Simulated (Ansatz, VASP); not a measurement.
**Cross-check of ZnB2H96C48S12O24F8 between VASP and Ansatz**

Aim: how closely do two programs agree when they are given the same cell, functional and k mesh? The cell is taken from a series of runs on this material, whose earlier steps may have relaxed, scaled, displaced or heated it; both programs get it as it stands.

Calculated with Ansatz 0.2.0; plane waves, with VASP 6.6.1 beside it; PBE with D3(BJ).

### Step 1. Set-up

The cell holds 191 atoms: 24 O, 12 S, 48 C, 96 H, 2 B, 8 F and 1 Zn. Cell: a = 12.721 Å, b = 12.721 Å, c = 12.721 Å, α = 90.0°, β = 90.0°, γ = 90.0°.

### Step 2. VASP: single point, PBE with D3(BJ)

A single point takes one fixed geometry, so differences don't come from the geometry; what else differs is listed under the comparison.

Lines of VASP's logs that name or quote its potential files are left out, and so is its time.

Contents of INCAR:

```
SYSTEM = ZnB2H96C48S12O24F8
PREC = Accurate
ENCUT = 600
EDIFF = 1E-06
NELM = 120
ISMEAR = 0
SIGMA = 0.01
LREAL = Auto
ALGO = Normal
GGA = PE
IVDW = 12
NBANDS = 422
LORBIT = 11
LWAVE = .FALSE.
LCHARG = .FALSE.
ISIF = 2
LASPH = .TRUE.
GGA_COMPAT = .FALSE.
EFERMI = MIDGAP
```

Contents of POSCAR:

```
ZnB2H96C48S12O24F8
1.0
   12.7208800000      0.0000000000      0.0000000000
    0.0000000000     12.7208800000      0.0000000000
    0.0000000000      0.0000000000     12.7208800000
O S C H B F Zn
24 12 48 96 2 8 1
Direct
    0.5537100000      0.6899400000      0.7419000000
    0.6472300000      0.7104600000      0.5691800000
    0.2132300000      0.4108100000      0.9746300000
    0.2017200000      0.5510200000      0.1056400000
    0.5827300000      0.4301900000      0.6966400000
    0.7108700000      0.3132600000      0.5977400000
    0.4441800000      0.5750000000      0.3402100000
    0.3106700000      0.6819600000      0.2385400000
    0.3701300000      0.0953300000      0.7019100000
    0.2131400000      0.0696600000      0.8271700000
    0.7553100000      0.9626000000      0.2596500000
    0.6181100000      0.0078600000      0.3957200000
    0.3230300000      0.7717300000      0.7929600000
    0.3131600000      0.6381800000      0.9372000000
    0.4631200000      0.3797500000      0.1156900000
    0.4343700000      0.5781500000      0.1113700000
    0.7885400000      0.4895400000      0.3179000000
    0.9250800000      0.6080500000      0.2265400000
    0.0219500000      0.7172100000      0.9802600000
    0.1982200000      0.7631400000      0.0698000000
    0.8034000000      0.2355200000      0.9900600000
    0.6907400000      0.2134100000      0.8248100000
    0.0201300000      0.8457800000      0.6159600000
    0.0964100000      0.8347000000      0.4299400000
    0.6268500000      0.7472600000      0.6739800000
    0.1710700000      0.4453700000      0.0727600000
    0.6116200000      0.3661300000      0.6091300000
    0.3793000000      0.6685000000      0.3298000000
    0.3170200000      0.1080400000      0.8029200000
    0.6843500000      0.0378200000      0.3079000000
[... 155 atom lines left out ...]
    0.0336800000      0.3372300000      0.5163200000
    0.5405300000      0.8381600000      0.9592600000
    0.4141200000      0.7797600000      0.0804700000
    0.5020000000      0.9297200000      0.1058800000
    0.5928900000      0.7845300000      0.1308000000
    0.3138600000      0.6634700000      0.0931400000
```

Contents of KPOINTS:

```
Automatic mesh
0
Gamma
1 1 1
0 0 0
```

Potentials, in the order of the species: O, S, C, H, B, F and Zn (PBE family, release 64).

Command:

```bash
$ export OMP_NUM_THREADS=3
$ mpirun -np 1 vasp_gam
```

Numbers of over 12 decimals in the logs are rounded to 6 here.

The log of the run:

```text
[banner, memory and clock lines left out]
running    1 mpi-ranks, on    1 nodes
[...]
Offloading initialized ...    1 GPUs detected
[...]
LDA part: xc-table for (Slater+PW92), standard interpolation
 POSCAR, INCAR and KPOINTS ok, starting setup
[...]
entering main loop
       N       E                     dE             d eps       ncg     rms          rms(c)
DAV:   1     0.521182020489E+04    0.52118E+04   -0.32993E+05   844   0.145E+03
DAV:   2    -0.526921099204E+03   -0.57387E+04   -0.54385E+04  1060   0.329E+02
DAV:   3    -0.114355182993E+04   -0.61663E+03   -0.61008E+03  1034   0.117E+02
DAV:   4    -0.116167041655E+04   -0.18119E+02   -0.18019E+02  1056   0.231E+01
[...]
DAV:  20    -0.104651634986E+04    0.12982E-05   -0.17660E-06   792   0.422E-03    0.717E-03
DAV:  21    -0.104651634850E+04    0.13676E-05   -0.25537E-06   848   0.589E-03    0.266E-03
DAV:  22    -0.104651634832E+04    0.18100E-06   -0.10807E-06   744   0.248E-03
   1 F= -.10583292E+04 E0= -.10583292E+04  d E =0.000000E+00
```

From OUTCAR (step 2):

```text
  FREE ENERGIE OF THE ION-ELECTRON SYSTEM (eV)
  ---------------------------------------------------
  free  energy   TOTEN  =     -1058.3292045621 eV

  energy  without entropy=    -1058.3292045621  energy(sigma->0) =    -1058.32920456
```

The run ends at a pressure of 3.01 GPa, with forces up to 5.1 eV/Å.

### Step 3. Ansatz: single point, PBE with D3(BJ)

Ansatz runs on its default PAW (the set named soft_2) files.

The same cell, functional and mesh now go to Ansatz, which takes its cutoff from its data sets.

Contents of input.yaml:

```yaml
crystal:
  lattice:
    - [12.72088, 0.0, 0.0]
    - [0.0, 12.72088, 0.0]
    - [0.0, 0.0, 12.72088]
  atoms:
    - { symbol: O, position: [0.55371, 0.68994, 0.7419] }
    - { symbol: S, position: [0.62685, 0.74726, 0.67398] }
    - { symbol: O, position: [0.64723, 0.71046, 0.56918] }
    - { symbol: C, position: [0.586, 0.88196, 0.67179] }
    - { symbol: C, position: [0.68347, 0.93641, 0.70696] }
    - { symbol: C, position: [0.74098, 0.86962, 0.78113] }
    - { symbol: C, position: [0.75313, 0.76471, 0.73627] }
    - { symbol: H, position: [0.55311, 0.90669, 0.59574] }
    - { symbol: H, position: [0.5334, 0.87885, 0.7365] }
    - { symbol: H, position: [0.66361, 0.01824, 0.73162] }
    - { symbol: H, position: [0.73655, 0.94062, 0.63528] }
    - { symbol: H, position: [0.81112, 0.91727, 0.79565] }
    - { symbol: H, position: [0.69492, 0.8714, 0.85428] }
    - { symbol: H, position: [0.82317, 0.75274, 0.6828] }
    - { symbol: H, position: [0.76601, 0.70397, 0.8032] }
    - { symbol: O, position: [0.21323, 0.41081, 0.97463] }
    - { symbol: S, position: [0.17107, 0.44537, 0.07276] }
    - { symbol: O, position: [0.20172, 0.55102, 0.10564] }
    - { symbol: C, position: [0.03254, 0.44214, 0.06552] }
    - { symbol: C, position: [0.99964, 0.362, 0.15085] }
    - { symbol: C, position: [0.095, 0.28299, 0.15782] }
    - { symbol: C, position: [0.19335, 0.35153, 0.17114] }
    - { symbol: H, position: [0.99355, 0.5132, 0.07793] }
    - { symbol: H, position: [0.01438, 0.41547, 0.98439] }
    - { symbol: H, position: [0.9262, 0.32174, 0.12606] }
    - { symbol: H, position: [0.99595, 0.39503, 0.22861] }
    - { symbol: H, position: [0.09008, 0.22795, 0.22372] }
    - { symbol: H, position: [0.10183, 0.2402, 0.086] }
    - { symbol: H, position: [0.19669, 0.39929, 0.24572] }
    - { symbol: H, position: [0.26815, 0.30582, 0.16333] }
[... 155 atom lines left out ...]
    - { symbol: B, position: [0.51305, 0.8302, 0.06596] }
    - { symbol: F, position: [0.54053, 0.83816, 0.95926] }
    - { symbol: F, position: [0.41412, 0.77976, 0.08047] }
    - { symbol: F, position: [0.502, 0.92972, 0.10588] }
    - { symbol: F, position: [0.59289, 0.78453, 0.1308] }
    - { symbol: Zn, position: [0.31386, 0.66347, 0.09314] }
kpoints:
  mp_grid: { grid: [1, 1, 1] }
hamiltonian:
  xc: pbe
  dispersion: d3bj
scf:
  occupations: { method: fixed }
output:
  forces: true
  stress: true
  populations: intrinsic
  dos:
    method: { smearing: { sigma: 0.08 } }
    de: 0.1
    projected: { site_lists: { B: [B], C: [C], F: [F], H: [H], O: [O] } }
  eigenvalues: true
```

Command:

```bash
$ ansatz run input.yaml --threads 4 --pin off --max-ram 8192MiB --backend cpu --events-out ev --progress --plain --runs-dir out
```

The log of the run:

```text
Engine: ansatz 0.2.0, x86_64-unknown-linux-gnu
Pseudopotentials: kind: paw
Pseudopotential: O, paw, valence charge 6, recommended cutoff 420 eV (normal), O.paw.azcp
Pseudopotential: S, paw, valence charge 6, recommended cutoff 420 eV (normal), S.paw.azcp
Pseudopotential: C, paw, valence charge 4, recommended cutoff 420 eV (normal), C.paw.azcp
Pseudopotential: H, paw, valence charge 1, recommended cutoff 420 eV (normal), H.paw.azcp
Pseudopotential: B, paw, valence charge 3, recommended cutoff 420 eV (normal), B.paw.azcp
Pseudopotential: F, paw, valence charge 7, recommended cutoff 420 eV (normal), F.paw.azcp
Pseudopotential: Zn, paw, valence charge 12, recommended cutoff 420 eV (normal), Zn.paw.azcp
Functional definition: PBE
  parameter kappa = 0.804
  parameter beta = 0.066725
  exchange = pbe_x(kappa = kappa, mu = beta*pi^2/3)
  correlation = pbe_c(beta = beta)
Crystal: 191 atoms, lattice volume = 2058.503 Å³
Basis set: ecut = 420 eV, 40243 PW (Γ), exchange–correlation on 180×180×180 points (8 copies of the dense FFT grid, shifted against one another)
Bands: 480, of which v1, the nominal top of the filled ones, is band 289 counted from 1 (288 counted from 0)
Symmetry: 1 space group operations
Space group: P1 (ITA 1), of the structure as read, at distance tolerance 1.3e-4 Å
k-points: 1
Non-local potential: O, projectors of the file, l = 0: 2, l = 1: 2, l = 2: 1
Non-local potential: S, projectors of the file, l = 0: 2, l = 1: 2, l = 2: 2
Non-local potential: C, projectors of the file, l = 0: 2, l = 1: 2, l = 2: 1
Non-local potential: H, projectors of the file, l = 0: 2, l = 1: 1
Non-local potential: B, projectors of the file, l = 0: 2, l = 1: 2, l = 2: 1
Non-local potential: F, projectors of the file, l = 0: 2, l = 1: 2, l = 2: 1
Non-local potential: Zn, projectors of the file, l = 0: 2, l = 1: 2, l = 2: 3, l = 3: 1
PAW form: soft (Blöchl's): semilocal exchange-correlation on the pseudo side does not see the compensation charge
PAW one-centre angular grid: O, 110 points (default); XC on 64 Gauss nodes
PAW one-centre angular grid: S, 110 points (default); XC on 64 Gauss nodes
PAW one-centre angular grid: C, 110 points (default); XC on 64 Gauss nodes
PAW one-centre angular grid: H, 110 points (default); XC on 64 Gauss nodes
PAW one-centre angular grid: B, 110 points (default); XC on 64 Gauss nodes
PAW one-centre angular grid: F, 110 points (default); XC on 64 Gauss nodes
PAW one-centre angular grid: Zn, 590 points (default); XC on 64 Gauss nodes
Initial density: superposition of atomic densities (neutral atoms: chi_scale 0, normalization atom), corrected by the library's trained network
Initial wavefunctions: pseudopotential atomic-orbital guess
Functional: x = pbe(κ = 0.804, μ = 0.219515), c = pbe(β = 0.066725)
SCF iter   1: F=—  HF=-48120.908152 eV  |F-HF|=—  |Δ(HF+E_count)|=         —  Δρ=6.61e-3  dr2=1.11e0  ethr=1.77e-3  ⟨swp⟩=5.0  Hψ=1811  notcnv=0  defer=188
preconditioner: auto → Resta (q_TF=auto, 2.208 Å⁻¹)  ε∞=2.5  [insulator: Δε(μ)=5.322 eV  Ē_g=16.070 eV  n_scr=364 (ndim 8)  ℏωp=19.6 eV  f_vac=0.247  ε∞_Penn≈2.5]
SCF iter   2: F=—  HF=-48120.598521 eV  |F-HF|=—  |Δ(HF+E_count)|=   3.10e-1  Δρ=3.64e-3  dr2=2.10e-1  ethr=1.92e-4  ⟨swp⟩=2.0  Hψ=821  notcnv=0  defer=189
SCF iter   3: F=—  HF=-48120.582747 eV  |F-HF|=—  |Δ(HF+E_count)|=   1.58e-2  Δρ=1.43e-3  dr2=6.02e-2  ethr=3.64e-5  ⟨swp⟩=3.0  Hψ=578  notcnv=0  defer=189
SCF iter   4: F=—  HF=-48120.577022 eV  |F-HF|=—  |Δ(HF+E_count)|=   5.73e-3  Δρ=4.28e-4  dr2=5.31e-3  ethr=1.04e-5  ⟨swp⟩=4.0  Hψ=525  notcnv=0  defer=189
SCF iter   5: F=—  HF=-48120.576341 eV  |F-HF|=—  |Δ(HF+E_count)|=   6.80e-4  Δρ=2.79e-4  dr2=1.74e-3  ethr=9.18e-7  ⟨swp⟩=2.0  Hψ=838  notcnv=0  defer=189
SCF iter   6: F=—  HF=-48120.576019 eV  |F-HF|=—  |Δ(HF+E_count)|=   3.22e-4  Δρ=1.30e-4  dr2=3.48e-4  ethr=3.00e-7  ⟨swp⟩=2.0  Hψ=583  notcnv=0  defer=189
SCF iter   7: F=—  HF=-48120.575957 eV  |F-HF|=—  |Δ(HF+E_count)|=   6.25e-5  Δρ=3.10e-5  dr2=2.27e-5  ethr=6.02e-8  ⟨swp⟩=2.0  Hψ=581  notcnv=0  defer=189
SCF iter   8: F=—  HF=-48120.576224 eV  |F-HF|=—  |Δ(HF+E_count)|=   2.67e-4  Δρ=1.96e-5  dr2=6.94e-6  ethr=3.93e-9  ⟨swp⟩=2.0  Hψ=585  notcnv=0  defer=189
SCF iter   9: F=—  HF=-48120.576222 eV  |F-HF|=—  |Δ(HF+E_count)|=   1.59e-6  Δρ=6.25e-6  dr2=8.19e-7  ethr=1.20e-9  ⟨swp⟩=2.0  Hψ=584  notcnv=0  defer=189
SCF iter  10: F=—  HF=-48120.576222 eV  |F-HF|=—  |Δ(HF+E_count)|=   1.13e-7  Δρ=3.05e-6  dr2=1.84e-7  ethr=1.42e-10  ⟨swp⟩=2.0  Hψ=576  notcnv=0  defer=189
SCF iter  11: F=-48120.576222 eV  HF=-48120.576222 eV  |F-HF|=3.00e-8  |Δ(HF+E_count)|=   5.21e-8  Δρ=1.22e-6  dr2=3.16e-8  ethr=1.73e-11  ⟨swp⟩=18.0  Hψ=3507  notcnv=0
SCF 1 converged in 11 iterations: F = -48120.576222 eV  dr2 = 3.16e-8
  greatest PAW one-centre occupation: 0.993 electrons in one spin orbital (limit 2), on the Zn atom at site 190 (counted from 0), in its partial waves of l = 2
[...]
--- intrinsic populations: 191 sites ---
  site symbol       q [e]
     0      O      6.8957
     1      S      3.9639
     2      O      6.9256
     3      C      4.5542
     4      C      4.2960
     5      C      4.3420
     6      C      4.5314
     7      H      0.7910
     8      H      0.7710
     9      H      0.8127
    10      H      0.8633
    11      H      0.8220
    12      H      0.8016
    13      H      0.8056
    14      H      0.8047
    15      O      6.9201
    16      S      3.9152
    17      O      6.9640
    18      C      4.5728
    19      C      4.3216
    20      C      4.3396
    21      C      4.5491
    22      H      0.7525
    23      H      0.8187
[...]
183      F      7.4345
   184      F      7.4591
   185      B      2.1398
   186      F      7.4252
   187      F      7.4559
   188      F      7.4359
   189      F      7.4510
   190     Zn     10.4381
  spilling = 0.000000 (of n_electrons = 578.000000)
```

### Step 4. Side by side

Known differences besides the potentials themselves: fixed occupations in Ansatz, narrow Gaussian smearing in VASP; the cutoff is 420 eV in Ansatz and 600 eV in VASP (PREC = Accurate, projectors in real space). Total energies have different zeros and are not compared.

The two programs side by side:

```
              quantity  Ansatz   VASP  difference
        pressure (GPa)    3.41   3.01       +0.40
gap on the k mesh (eV)   5.041  5.041       0.000
```

Forces on 10 of the 191 atoms, those with the largest forces and the largest differences (eV/Å; atoms numbered as in POSCAR):

```
atom        Ansatz x, y, z           VASP x, y, z
  O8  -0.590, 0.551, 1.578   -0.388, 0.519, 1.911
 O14  0.789, -0.715, 0.093  0.740, -0.620, -0.258
 O16  0.710, -0.654, 0.660   0.949, -0.972, 0.619
 C38  0.203, 2.064, -2.947   0.207, 2.088, -2.954
 C39   0.397, 2.297, 2.315    0.404, 2.298, 2.341
 C40  1.554, -2.455, 1.361   1.531, -2.477, 1.339
 C55  2.364, -0.024, 1.985   2.388, -0.018, 1.995
 C58  0.018, 1.595, -2.681   0.030, 1.608, -2.699
 C75  -4.338, 1.891, 1.717   -4.359, 1.896, 1.723
B181  -1.243, 3.002, 1.026   -1.236, 2.949, 1.050
```

The forces differ by 71 meV/Å r.m.s., which is 7.7 % of the r.m.s. force of 0.920 eV/Å (both taken over all components). A gap on the mesh is an upper bound, since the band edges may lie between its points.

### Step 5. What came out

| Property | Result |
| --- | --- |
| r.m.s. force difference (single point, PBE with D3(BJ)) | 7.7 % of the r.m.s. force |

What this shows: The r.m.s. force difference is 7.7 % of the r.m.s. force (single point, PBE with D3(BJ)), beyond the 3 % picked in this series as the mark of a large difference. What causes the difference of the single point, PBE with D3(BJ) pair stays open here. How closely two codes agree says nothing of how well the functional describes the real material.

[Lines on the potential files, build, host, timing and source positions are cut from VASP's logs without a mark.]

[Logs are printed without paths, hosts, clocks, repeated set-up lines and the standing remarks that a program may print on its own settings, such as how far it seeks lower states.]

[Hosts, paths, dates, database ids (printed as entryN), source tags and the programs' standing remarks are cut or masked in the printed files.]
